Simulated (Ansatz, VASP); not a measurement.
# KNa2YF6 in two plane-wave programs, part 2 of 2

Wanted: the spread between two codes on one cell, functional and k mesh. The cell is invented: As first built, before any earlier steps moved the atoms (in the runner's words): K for Tl, Na for Rb in the Rb2YTlF6 structure of space group Fm-3m. It may not be a known or stable phase. The two relaxations start from unlike cells of this crystal (the structure described is Ansatz's start), so only their ends are compared.

VASP 6.6.1 and Ansatz 0.2.0.

So far: Starting point; Ansatz: relaxation of cell and atoms, PBE.

## (3) VASP: relaxation of cell and atoms, PBE

Level of this step: PBE; plane waves and PAW (Na_pv, Y_sv, K_sv, F); invented cell (VASP).

Its own start cell and the same functional, mesh and smearing now go to VASP, with its own data sets.

Lines of VASP's logs that name or quote its potential files are left out, and so is its time.

The input, INCAR:

```
SYSTEM = KNa2YF6
PREC = Accurate
ENCUT = 600
EDIFF = 1E-07
NELM = 120
ISMEAR = 0
SIGMA = 0.03
LREAL = .FALSE.
ALGO = Normal
GGA = PE
NBANDS = 48
LASPH = .TRUE.
LORBIT = 11
LWAVE = .FALSE.
LCHARG = .FALSE.
ISIF = 3
IBRION = 2
NSW = 80
EDIFFG = -0.005
GGA_COMPAT = .FALSE.
NELMIN = 4
EFERMI = MIDGAP
KPAR = 2
```

The input, POSCAR:

```
KNa2YF6
1.0
    0.0000000000      4.6522444564      4.6522444564
    4.6522444564      0.0000000000      4.6522444564
    4.6522444564      4.6522444564      0.0000000000
Na Y K F
2 1 1 6
Direct
    0.7499998935      0.7499998935      0.7499998935
    0.2500000000      0.2500000000      0.2500000000
    0.0000000000      0.0000000000      0.0000000000
    0.5000000000      0.5000000000      0.5000000000
    0.7678011246      0.2321988754      0.2321988754
    0.2321988754      0.2321988754      0.7678011246
    0.2321989819      0.7678010181      0.7678010181
    0.2321988754      0.7678011246      0.2321988754
    0.7678010181      0.2321989819      0.7678010181
    0.7678010181      0.7678010181      0.2321989819
```

The input, KPOINTS:

```
Automatic mesh
0
Gamma
4 4 4
0 0 0
```

The projector-augmented-wave data sets are Na_pv, Y_sv, K_sv and F (PBE family, release 64).

Started as:

```
mpirun -np 2 vasp_std
```

Numbers of over 12 decimals in the logs are rounded to 6 here.

What it wrote:

```text
[banner, memory and clock lines left out]
running    2 mpi-ranks, on    1 nodes
 distrk:  each k-point on    1 cores,    2 groups
 distr:  one band on    1 cores,    1 groups

 POSCAR found type information on POSCAR NaY K F
 POSCAR found :  4 types and      10 ions
 LDA part: xc-table for (Slater+PW92), standard interpolation
 POSCAR, INCAR and KPOINTS ok, starting setup
 FFT: planning ... GRIDC
 FFT: planning ... GRID_SOFT
 FFT: planning ... GRID
 WAVECAR not read
 entering main loop
       N       E                     dE             d eps       ncg     rms          rms(c)
DAV:   1     0.876075750093E+03    0.87608E+03   -0.41721E+04   768   0.177E+03
DAV:   2     0.430847566574E+02   -0.83299E+03   -0.79698E+03   880   0.462E+02
DAV:   3    -0.540497463728E+02   -0.97135E+02   -0.96318E+02   832   0.172E+02
DAV:   4    -0.595297073722E+02   -0.54800E+01   -0.54618E+01  1224   0.375E+01
DAV:   5    -0.596927875322E+02   -0.16308E+00   -0.16294E+00  1128   0.529E+00    0.394E+01
DAV:   6    -0.522187044385E+02    0.74741E+01   -0.31490E+01   960   0.252E+01    0.334E+01
DAV:   7    -0.519838610164E+02    0.23484E+00   -0.13700E+00  1008   0.618E+00    0.210E+01
DAV:   8    -0.518206548239E+02    0.16321E+00   -0.36041E-01  1064   0.488E+00    0.272E+00
DAV:   9    -0.518198176891E+02    0.83713E-03   -0.30098E-02   984   0.104E+00    0.417E-01
DAV:  10    -0.518178099037E+02    0.20078E-02   -0.14507E-02  1064   0.791E-01    0.332E-01
DAV:  11    -0.518175018211E+02    0.30808E-03   -0.32800E-03  1064   0.288E-01    0.266E-01
DAV:  12    -0.518175401990E+02   -0.38378E-04   -0.19165E-04  1024   0.792E-02    0.265E-02
DAV:  13    -0.518175460954E+02   -0.58963E-05   -0.33278E-05  1008   0.318E-02    0.166E-02
DAV:  14    -0.518175462735E+02   -0.17815E-06   -0.85724E-06  1216   0.153E-02    0.774E-03
DAV:  15    -0.518175464374E+02   -0.16389E-06   -0.68309E-07  1016   0.418E-03    0.222E-03
DAV:  16    -0.518175463890E+02    0.48421E-07   -0.17160E-07   640   0.244E-03
   1 F= -.51817546E+02 E0= -.51817546E+02  d E =-.518175E+02
[...]
2 F= -.51817576E+02 E0= -.51817576E+02  d E =-.293701E-04
[...]
3 F= -.51817576E+02 E0= -.51817576E+02  d E =-.293971E-04
 curvature:  -0.51 expect dE=-0.567E-05 dE for cont linesearch -0.913E-10
 trial: gam= 0.19804 g(F)=  0.108E-04 g(S)=  0.317E-06 ort =-0.100E-06 (trialstep = 0.100E+01)
 search vector abs. value=  0.133E-04
 bond charge predicted
       N       E                     dE             d eps       ncg     rms          rms(c)
DAV:   1    -0.518176246631E+02   -0.48857E-04   -0.43425E-03   784   0.390E-01    0.520E-02
DAV:   2    -0.518175913939E+02    0.33269E-04   -0.23037E-04   920   0.792E-02    0.305E-02
DAV:   3    -0.518175871438E+02    0.42501E-05   -0.78608E-06  1096   0.187E-02    0.128E-02
DAV:   4    -0.518175853347E+02    0.18091E-05   -0.71890E-06  1200   0.132E-02    0.861E-03
DAV:   5    -0.518175850091E+02    0.32555E-06   -0.86505E-07   984   0.467E-03    0.282E-03
DAV:   6    -0.518175846075E+02    0.40168E-06   -0.22052E-07   832   0.213E-03    0.649E-04
DAV:   7    -0.518175845714E+02    0.36047E-07   -0.38390E-08   424   0.951E-04
   4 F= -.51817585E+02 E0= -.51817585E+02  d E =-.878532E-05
 trial-energy change:   -0.000009  1 .order   -0.000008   -0.000011   -0.000005
 step:   1.5539(harm=  1.9857)  dis= 0.00042  next Energy=   -51.817586 (dE=-0.104E-04)
 reached required accuracy - stopping structural energy minimisation
```

Parts of OUTCAR (step 3):

```text
ion  position               nearest neighbor table
   1  0.750  0.750  0.750-
   2  0.250  0.250  0.250-
   3  0.000  0.000  0.000-   5 2.16   6 2.16   8 2.16   7 2.16   9 2.16  10 2.16
   4  0.500  0.500  0.500-   7 2.49   9 2.49  10 2.49   8 2.49   6 2.49   5 2.49
   5  0.768  0.232  0.232-   3 2.16   4 2.49
   6  0.232  0.232  0.768-   3 2.16   4 2.49
   7  0.232  0.768  0.768-   3 2.16   4 2.49
   8  0.232  0.768  0.232-   3 2.16   4 2.49
   9  0.768  0.232  0.768-   3 2.16   4 2.49
  10  0.768  0.768  0.232-   3 2.16   4 2.49

  LATTYP: Found a face centered cubic cell.
 ALAT       =     9.3044889128

 Subroutine GETGRP returns: Found 48 space group operations
 (whereof 48 operations were pure point group operations)

The static configuration has the point symmetry O_h .

 Found      8 irreducible k-points:

   k-points           NKPTS =      8   k-points in BZ     NKDIM =      8   number of bands    NBANDS=     48

   dimension x,y,z NGX =    54 NGY =   54 NGZ =   54
   dimension x,y,z NGXF=   108 NGYF=  108 NGZF=  108

   ENCUT  =  600.0 eV  44.10 Ry    6.64 a.u.  13.14 13.14 13.14*2*pi/ulx,y,z

   NELECT =      76.0000    total number of electrons

 k-points in reciprocal lattice and weights: Automatic mesh
   0.00000000  0.00000000  0.00000000       0.016
   0.25000000  0.00000000  0.00000000       0.125
   0.50000000  0.00000000  0.00000000       0.062
   0.25000000  0.25000000  0.00000000       0.094
   0.50000000  0.25000000  0.00000000       0.375
  -0.25000000  0.25000000  0.00000000       0.188
   0.50000000  0.50000000  0.00000000       0.047
  -0.25000000  0.50000000  0.25000000       0.094

 average (electrostatic) potential at core
       1 -50.9807       2 -50.9807       3 -39.1338       4 -35.1991       5 -78.8760
       6 -78.8760       7 -78.8760       8 -78.8760       9 -78.8760      10 -78.8760

 E-fermi :  -0.9825

 k-point     1 :       0.0000    0.0000    0.0000
  band No.  band energies     occupation
    ...
     34      -3.4363      2.00000
     35      -3.4363      2.00000
     36      -3.3666      2.00000
     37      -3.3666      2.00000
     38      -3.3666      2.00000
     39       1.4016      0.00000
     40       4.3055      0.00000
     41       5.3487      0.00000
     42       5.3487      0.00000
     43       5.3487      0.00000
    ...

 k-point     2 :       0.2500    0.0000    0.0000
  band No.  band energies     occupation
    ...
     34      -3.5503      2.00000
     35      -3.5503      2.00000
     36      -3.4226      2.00000
     37      -3.4226      2.00000
     38      -3.4045      2.00000
     39       1.8705      0.00000
     40       4.0302      0.00000
     41       5.3744      0.00000
     42       5.3744      0.00000
     43       5.4158      0.00000
    ...

 k-point     3 :       0.5000    0.0000    0.0000
  band No.  band energies     occupation
    ...
     34      -3.6626      2.00000
     35      -3.6412      2.00000
     36      -3.4979      2.00000
     37      -3.4979      2.00000
     38      -3.4558      2.00000
     39       2.9389      0.00000
     40       3.0500      0.00000
     41       5.2907      0.00000
     42       5.3971      0.00000
     43       5.3971      0.00000
    ...

  Total        0.0027684      0.0027684      0.0027684      0.0000000      0.0000000     -0.0000000
  in kB        0.0219995      0.0219995      0.0219995      0.0000000      0.0000000     -0.0000000
  external PRESSURE =       0.0219995 kB  Pullay stress =       0.0000000 kB

  energy-cutoff  :      600.00
  volume of cell :      201.61
      direct lattice vectors                 reciprocal lattice vectors
     0.000000000  4.654037645  4.654037645    -0.107433596  0.107433596  0.107433596
     4.654037645  0.000000000  4.654037645     0.107433596 -0.107433596  0.107433596
     4.654037645  4.654037645 -0.000000000     0.107433596  0.107433596 -0.107433596

 POSITION                                       TOTAL-FORCE (eV/Angst)
 -----------------------------------------------------------------------------------
      6.98106      6.98106      6.98106         0.000000      0.000000      0.000000
      2.32702      2.32702      2.32702         0.000000     -0.000000      0.000000
      0.00000      4.65404      4.65404         0.000000      0.000000      0.000000
      4.65404      4.65404      4.65404         0.000000      0.000000      0.000000
      2.16117      4.65404      4.65404        -0.002946     -0.000000      0.000000
      4.65404      4.65404      2.16117         0.000000      0.000000     -0.002946
      7.14690      4.65404      4.65404         0.002946     -0.000000      0.000000
      4.65404      2.16117      4.65404         0.000000     -0.002946      0.000000
      4.65404      7.14690      4.65404         0.000000      0.002946      0.000000
      4.65404      4.65404      7.14690         0.000000      0.000000      0.002946
 -----------------------------------------------------------------------------------
    total drift:                                0.001853      0.001853      0.001853

  FREE ENERGIE OF THE ION-ELECTRON SYSTEM (eV)
  ---------------------------------------------------
  free  energy   TOTEN  =       -51.8175845714 eV

  energy  without entropy=      -51.8175845714  energy(sigma->0) =      -51.81758457

 reached required accuracy - stopping structural energy minimisation

 total charge
# of ion       s       p       d       f       tot
--------------------------------------------------
    1        0.008   5.948   0.000   0.000   5.956
    2        0.008   5.948   0.000   0.000   5.956
    3        2.180   6.552   1.008   0.207   9.947
    4        1.962   5.613   0.042   0.000   7.617
    5        1.731   4.360   0.000   0.000   6.090
    6        1.731   4.360   0.000   0.000   6.090
    7        1.731   4.360   0.000   0.000   6.090
    8        1.731   4.360   0.000   0.000   6.090
    9        1.731   4.360   0.000   0.000   6.090
   10        1.731   4.360   0.000   0.000   6.090
--------------------------------------------------
tot         14.542  50.220   1.050   0.207  66.020

[... 3 further parts left out ...]
```

CONTCAR:

```
KNa2YF6
   1.00000000000000
     0.0000000000000000    4.6540376445821430    4.6540376445821430
     4.6540376445821430    0.0000000000000000    4.6540376445821430
     4.6540376445821430    4.6540376445821430   -0.0000000000000000
  Na              Y               K               F
     2     1     1     6
Direct
     0.7499998934999965    0.7499998934999965    0.7499998934999965
     0.2500000000000000    0.2500000000000000    0.2500000000000000
     1.0000000000000000    0.0000000000000000    0.0000000000000000
     0.5000000000000000    0.5000000000000000    0.5000000000000000
     0.7678175837326594    0.2321824162673406    0.2321824162673406
     0.2321824162673406    0.2321824162673406    0.7678175837326594
     0.2321825227673370    0.7678174772326630    0.7678174772326630
     0.2321824162673406    0.7678175837326594    0.2321824162673406
     0.7678174772326630    0.2321825227673370    0.7678174772326630
     0.7678174772326630    0.7678174772326630    0.2321825227673370
```

## (4) Comparison

Known differences besides the potentials themselves: the data sets hold 80 valence electrons in Ansatz (on its default PAW (the set named soft_2) files) and 76 in VASP; the cutoff is 420 eV in Ansatz and 600 eV in VASP; Ansatz adds a Pulay correction to the stress that steers its cell, VASP none. Total energies have different zeros and are not compared.

Both answers:

```
                                         quantity  Ansatz    VASP  difference
                                      volume (Å³)  202.66  201.61     +0.52 %
edge a after relaxation, in the typed setting (Å)   6.593   6.582     +0.17 %
```

## (5) Results

```yaml
difference_in_volume_relaxation_of_cell_and_atoms_pbe: 0.52 %
```

The difference in volume is 0.52 % (relaxation of cell and atoms, PBE), within the 1.2 % picked in this series as the mark of a large difference, as far as the stopping tolerances let one tell. The data sets hold unlike numbers of valence electrons (80 in Ansatz and 76 in VASP), so part of the differences comes from the potentials. Such differences can come from data sets, numerical settings and the points named under the comparisons, not from the functional's error against experiment.

[Lines on the potential files, build, host, timing and source positions are cut from VASP's logs without a mark.]

[Logs are printed without paths, hosts, clocks, repeated set-up lines and the standing remarks that a program may print on its own settings, such as how far it seeks lower states.]

[Hosts, paths, dates, database ids (printed as entryN), source tags and the programs' standing remarks are cut or masked in the printed files.]
